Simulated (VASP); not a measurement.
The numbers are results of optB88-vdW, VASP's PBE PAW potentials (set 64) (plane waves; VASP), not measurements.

VASP input:

File KPOINTS:
```
Automatic mesh
0
Gamma
12 12 1
0 0 0
```

**POSCAR**
```
MoTe2 monolayer
1
    3.5726186644     0.0000000000     0.0000000000
   -1.7863093322     3.0939780814     0.0000000000
    0.0000000000     0.0000000000    20.0536760991
Te Mo
2 1
Direct
  0.3333330000   0.6666670000   0.5918720000
  0.3333330000   0.6666670000   0.4081280000
  0.6666670000   0.3333330000   0.5000000000
```

### INCAR
```
# general
SYSTEM   = MoTe2 monolayer
PREC     = Normal
ENCUT    = 400
LREAL    = .FALSE.
LASPH    = .TRUE.

# electronic loop
EDIFF    = 1E-5
NELM     = 100
NELMIN   = 4
ALGO     = Normal
LMAXMIX  = 4

# smearing
ISMEAR   = 0
SIGMA    = 0.05

# functional
GGA      = BO
LUSE_VDW = .TRUE.
AGGAC    = 0.0
PARAM1   = 0.1833333333
PARAM2   = 0.22

# ions
IBRION   = 2
NSW      = 50
ISIF     = 4
EDIFFG   = -0.03

# output
LWAVE    = .TRUE.
LCHARG   = .FALSE.
```

POTCAR, in this order: Te Mo_sv (PBE.64 set). Program: vasp_std.

The run wrote:

OUTCAR:
```
 ion  position               nearest neighbor table
   1  0.333  0.667  0.592-   3 2.77   3 2.77   3 2.77
   2  0.333  0.667  0.408-   3 2.77   3 2.77   3 2.77
   3  0.667  0.333  0.500-   1 2.77   2 2.77   1 2.77   2 2.77   1 2.77   2 2.77
  LATTYP: Found a hexagonal cell.
 ALAT       =     3.5726186644
 C/A-ratio  =     5.6131588571
 Subroutine PRICEL returns:
 Original cell was already a primitive cell.
 Subroutine GETGRP returns: Found 12 space group operations
The static configuration has the point symmetry D_3h.
The dynamic configuration has the point symmetry D_3h.
 Subroutine INISYM returns: Found 12 space group operations
 Subroutine IBZKPT returns following result:
 Found     19 irreducible k-points:

 Following reciprocal coordinates:
            Coordinates               Weight
  0.000000  0.000000  0.000000      1.000000
  0.083333  0.000000  0.000000      6.000000
  0.166667  0.000000  0.000000      6.000000
  0.250000  0.000000  0.000000      6.000000
  0.333333 -0.000000  0.000000      6.000000
  0.416667  0.000000  0.000000      6.000000
  0.500000  0.000000  0.000000      3.000000
  0.083333  0.083333  0.000000      6.000000
  0.166667  0.083333  0.000000     12.000000
  0.250000  0.083333  0.000000     12.000000
  0.333333  0.083333  0.000000     12.000000
  0.416667  0.083333  0.000000     12.000000
  0.166667  0.166667  0.000000      6.000000
  0.250000  0.166667  0.000000     12.000000
  0.333333  0.166667  0.000000     12.000000
  0.416667  0.166667  0.000000      6.000000
  0.250000  0.250000  0.000000      6.000000
  0.333333  0.250000  0.000000     12.000000
  0.333333  0.333333  0.000000      2.000000
   k-points           NKPTS =     19   k-points in BZ     NKDIM =     19   number of bands    NBANDS=     17
   number of dos      NEDOS =    301   number of ions     NIONS =      3
   total plane-waves  NPLWV =  31752
...
```

OSZICAR:
```
       N       E                     dE             d eps       ncg     rms          rms(c)
DAV:   1     0.115766115147E+03    0.11577E+03   -0.11767E+04   950   0.963E+02
DAV:   2    -0.304580151226E+01   -0.11881E+03   -0.11714E+03   839   0.203E+02
DAV:   3    -0.111400199354E+02   -0.80942E+01   -0.80359E+01   942   0.448E+01
DAV:   4    -0.113046336493E+02   -0.16461E+00   -0.16430E+00   963   0.677E+00
DAV:   5    -0.113063341490E+02   -0.17005E-02   -0.16964E-02   880   0.722E-01    0.132E+01
DAV:   6    -0.110102856774E+02    0.29605E+00   -0.64408E+00   701   0.143E+01    0.618E+00
DAV:   7    -0.109583897225E+02    0.51896E-01   -0.68891E+00   701   0.130E+01    0.456E+00
DAV:   8    -0.106604464296E+02    0.29794E+00   -0.14057E+00   697   0.637E+00    0.142E+00
DAV:   9    -0.106620273689E+02   -0.15809E-02   -0.15087E-01   792   0.216E+00    0.686E-01
DAV:  10    -0.106566652079E+02    0.53622E-02   -0.22891E-02   774   0.893E-01    0.260E-01
DAV:  11    -0.106562897295E+02    0.37548E-03   -0.14490E-03   864   0.248E-01    0.744E-02
DAV:  12    -0.106561307399E+02    0.15899E-03   -0.28758E-04   892   0.859E-02    0.359E-02
DAV:  13    -0.106559240137E+02    0.20673E-03   -0.26592E-04   838   0.853E-02    0.276E-02
DAV:  14    -0.106558997330E+02    0.24281E-04   -0.39539E-05   718   0.339E-02    0.159E-02
DAV:  15    -0.106560460960E+02   -0.14636E-03   -0.25645E-05   576   0.247E-02    0.559E-03
DAV:  16    -0.106561885382E+02   -0.14244E-03   -0.29016E-05   670   0.247E-02    0.550E-03
DAV:  17    -0.106563259814E+02   -0.13744E-03   -0.22727E-05   666   0.193E-02    0.153E-03
DAV:  18    -0.106563200682E+02    0.59133E-05   -0.14451E-06   435   0.105E-02
   1 F= -.10656320E+02 E0= -.10656320E+02  d E =-.106563E+02
       N       E                     dE             d eps       ncg     rms          rms(c)
DAV:   1    -0.106873137440E+02   -0.30988E-01   -0.10096E+00   646   0.840E+00    0.882E-01
DAV:   2    -0.106708892127E+02    0.16425E-01   -0.88324E-02   806   0.159E+00    0.527E-01
DAV:   3    -0.106671290679E+02    0.37601E-02   -0.30723E-02   689   0.100E+00    0.356E-01
DAV:   4    -0.106642747797E+02    0.28543E-02   -0.10824E-02   857   0.531E-01    0.143E-01
DAV:   5    -0.106643284019E+02   -0.53622E-04   -0.12059E-03   817   0.206E-01    0.546E-02
DAV:   6    -0.106644474816E+02   -0.11908E-03   -0.43909E-04   662   0.121E-01    0.478E-02
DAV:   7    -0.106646241254E+02   -0.17664E-03   -0.11746E-04   647   0.647E-02    0.176E-02
DAV:   8    -0.106650778181E+02   -0.45369E-03   -0.21362E-04   742   0.627E-02    0.674E-03
DAV:   9    -0.106652790962E+02   -0.20128E-03   -0.84171E-05   719   0.401E-02    0.912E-03
DAV:  10    -0.106654947376E+02   -0.21564E-03   -0.14067E-04   719   0.402E-02    0.486E-03
DAV:  11    -0.106654834448E+02    0.11293E-04   -0.45152E-05   657   0.290E-02    0.288E-03
DAV:  12    -0.106655034102E+02   -0.19965E-04   -0.91677E-06   479   0.295E-02    0.114E-03
DAV:  13    -0.106655706681E+02   -0.67258E-04   -0.16636E-05   622   0.236E-02    0.988E-04
DAV:  14    -0.106656083745E+02   -0.37706E-04   -0.51856E-06   496   0.195E-02    0.133E-03
DAV:  15    -0.106656390745E+02   -0.30700E-04   -0.64260E-06   475   0.183E-02    0.555E-04
DAV:  16    -0.106656778112E+02   -0.38737E-04   -0.49915E-06   508   0.129E-02    0.261E-04
DAV:  17    -0.106657088990E+02   -0.31088E-04   -0.35523E-06   514   0.183E-02    0.262E-04
DAV:  18    -0.106657338265E+02   -0.24928E-04   -0.39859E-06   612   0.192E-02    0.178E-04
DAV:  19    -0.106657411339E+02   -0.73074E-05   -0.33016E-06   567   0.157E-02
   2 F= -.10665741E+02 E0= -.10665741E+02  d E =-.942107E-02
       N       E                     dE             d eps       ncg     rms          rms(c)
DAV:   1    -0.106660274854E+02   -0.29366E-03   -0.84872E-03   646   0.774E-01    0.816E-02
DAV:   2    -0.106657404154E+02    0.28707E-03   -0.86029E-04   807   0.162E-01    0.514E-02
DAV:   3    -0.106657414039E+02   -0.98849E-06   -0.31736E-04   654   0.111E-01    0.317E-02
DAV:   4    -0.106657064602E+02    0.34944E-04   -0.16689E-04   656   0.897E-02    0.140E-02
DAV:   5    -0.106657154627E+02   -0.90025E-05   -0.11873E-05   557   0.238E-02
   3 F= -.10665715E+02 E0= -.10665715E+02  d E =-.939539E-02
       N       E                     dE             d eps       ncg     rms          rms(c)
DAV:   1    -0.106685871499E+02   -0.28807E-02   -0.10619E-01   646   0.253E+00    0.398E-01
DAV:   2    -0.106672899293E+02    0.12972E-02   -0.11872E-02   678   0.577E-01    0.188E-01
DAV:   3    -0.106668977721E+02    0.39216E-03   -0.35465E-03   662   0.329E-01    0.697E-02
DAV:   4    -0.106667213883E+02    0.17638E-03   -0.12057E-03   815   0.181E-01    0.833E-02
DAV:   5    -0.106667132246E+02    0.81637E-05   -0.18718E-04   708   0.842E-02    0.103E-02
DAV:   6    -0.106666931236E+02    0.20101E-04   -0.25452E-05   528   0.373E-02    0.682E-03
DAV:   7    -0.106667565886E+02   -0.63465E-04   -0.18755E-05   576   0.354E-02    0.272E-03
DAV:   8    -0.106667815935E+02   -0.25005E-04   -0.45204E-06   466   0.163E-02    0.166E-03
DAV:   9    -0.106668594276E+02   -0.77834E-04   -0.11795E-05   604   0.157E-02    0.772E-04
DAV:  10    -0.106669216581E+02   -0.62230E-04   -0.55078E-06   585   0.151E-02    0.665E-04
DAV:  11    -0.106669871890E+02   -0.65531E-04   -0.39161E-06   472   0.150E-02    0.378E-04
DAV:  12    -0.106669811903E+02    0.59987E-05   -0.14648E-06   439   0.126E-02
   4 F= -.10666981E+02 E0= -.10666981E+02  d E =-.126573E-02
       N       E                     dE             d eps       ncg     rms          rms(c)
DAV:   1    -0.106843831663E+02   -0.17396E-01   -0.95199E-01   646   0.756E+00    0.121E+00
DAV:   2    -0.106737744602E+02    0.10609E-01   -0.10657E-01   678   0.174E+00    0.572E-01
DAV:   3    -0.106699355044E+02    0.38390E-02   -0.31481E-02   671   0.978E-01    0.207E-01
DAV:   4    -0.106686492447E+02    0.12863E-02   -0.10441E-02   803   0.521E-01    0.252E-01
DAV:   5    -0.106682822057E+02    0.36704E-03   -0.17183E-03   817   0.240E-01    0.296E-02
DAV:   6    -0.106682709287E+02    0.11277E-04   -0.10924E-04   845   0.655E-02    0.236E-02
DAV:   7    -0.106682584183E+02    0.12510E-04   -0.23995E-05   678   0.260E-02    0.802E-03
DAV:   8    -0.106682828966E+02   -0.24478E-04   -0.10610E-05   602   0.143E-02    0.486E-03
DAV:   9    -0.106684056040E+02   -0.12271E-03   -0.19705E-05   580   0.202E-02    0.235E-03
DAV:  10    -0.106684740379E+02   -0.68434E-04   -0.93277E-06   606   0.168E-02    0.166E-03
DAV:  11    -0.106685929009E+02   -0.11886E-03   -0.26126E-05   530   0.341E-02    0.812E-04
DAV:  12    -0.106685976778E+02   -0.47769E-05   -0.87601E-06   481   0.229E-02
   5 F= -.10668598E+02 E0= -.10668598E+02  d E =-.288222E-02
```

**OUTCAR**
```
------------------------ aborting loop because EDIFF is reached ----------------------------------------
  FORCE on cell =-STRESS in cart. coord.  units (eV):
  Direction    XX          YY          ZZ          XY          YZ          ZX
  --------------------------------------------------------------------------------------
  Total       -0.1612580     -0.1612580     -0.1071410     -0.0000000      0.0000000     -0.0000000
  in kB       -1.1655584     -1.1655581     -0.7744055     -0.0000000      0.0000000     -0.0000000
  external PRESSURE =      -1.0351740 kB  Pullay stress =       0.0000000 kB
  volume of cell :      221.67
      direct lattice vectors                 reciprocal lattice vectors
     3.568513018  0.000000000  0.000000000     0.280228766  0.161790174  0.000000000
    -1.784256509  3.090422533  0.000000000    -0.000000000  0.323580348 -0.000000000
    -0.000000000  0.000000000 20.099846673     0.000000000 -0.000000000  0.049751623
 POSITION                                       TOTAL-FORCE (eV/Angst)
 -----------------------------------------------------------------------------------
     -0.00000      2.06028     11.86314        -0.000000     -0.000000      0.000021
     -0.00000      2.06028      8.23671        -0.000000      0.000000     -0.000021
      1.78426      1.03014     10.04992         0.000000      0.000000     -0.000000
 -----------------------------------------------------------------------------------
    total drift:                               -0.002549      0.001479      0.000000
  FREE ENERGIE OF THE ION-ELECTRON SYSTEM (eV)
  ---------------------------------------------------
  free  energy   TOTEN  =       -10.6685976778 eV

  energy  without entropy=      -10.6685976778  energy(sigma->0) =      -10.66859768

 reached required accuracy - stopping structural energy minimisation
```
(Selected blocks of OUTCAR.)

**CONTCAR**
```
MoTe2 monolayer
   1.00000000000000
     3.5685130179265308    0.0000000000000000    0.0000000000000000
    -1.7842565089632654    3.0904225326073615    0.0000000000000000
    -0.0000000000000000    0.0000000000000000   20.0998466731061036
  Te              Mo
     2     1
Direct
     0.3333330000000032    0.6666669999999968    0.5902104432708716
     0.3333330000000032    0.6666669999999968    0.4097895567291284
     0.6666669999999968    0.3333330000000032    0.5000000000000000
```

File OUTCAR:
```
 val. band max:       -0.7420550300   @ k =   0.3333   0.3333   0.0000

 cond. band min:       0.3071360694   @ k =   0.3333   0.3333   0.0000


 Fermi energy:        -0.4490055149

 k-point     1 :       0.0000    0.0000    0.0000
  band No.  band energies     occupation
      1     -61.4459      2.00000
      2     -35.5906      2.00000
      3     -35.4910      2.00000
      4     -35.4910      2.00000
      5     -13.2035      2.00000
      6     -12.3003      2.00000
      7      -5.5344      2.00000
      8      -2.4131      2.00000
      9      -2.3590      2.00000
     10      -2.3590      2.00000
     11      -1.6034      2.00000
     12      -1.6034      2.00000
     13      -1.1565      2.00000
     14       2.2350      0.00000
     15       2.2351      0.00000
     16       2.4861      0.00000
     17       3.1331      0.00000

 k-point     2 :       0.0833    0.0000    0.0000
  band No.  band energies     occupation
      1     -61.4454      2.00000
      2     -35.5891      2.00000
      3     -35.4984      2.00000
      4     -35.4928      2.00000
      5     -13.1127      2.00000
      6     -12.2374      2.00000
      7      -5.4320      2.00000
      8      -2.5983      2.00000
      9      -2.5626      2.00000
     10      -2.2838      2.00000
     11      -1.7261      2.00000
     12      -1.5104      2.00000
     13      -1.1653      2.00000
     14       1.8659      0.00000
     15       1.9568      0.00000
     16       2.2939      0.00000
     17       2.3154      0.00000

 k-point     3 :       0.1667    0.0000    0.0000
  band No.  band energies     occupation
      1     -61.4440      2.00000
      2     -35.5847      2.00000
      3     -35.5183      2.00000
      4     -35.4974      2.00000
      5     -12.8495      2.00000
      6     -12.0556      2.00000
      7      -5.1488      2.00000
      8      -3.1109      2.00000
      9      -3.0002      2.00000
     10      -2.0706      2.00000
     11      -2.0277      2.00000
...
```

Unless said otherwise, spin-orbit coupling is left out, though it shifts the bands of the heavy elements here.

The cell is a sheet with vacuum, built from MoTe2 (2H layered).
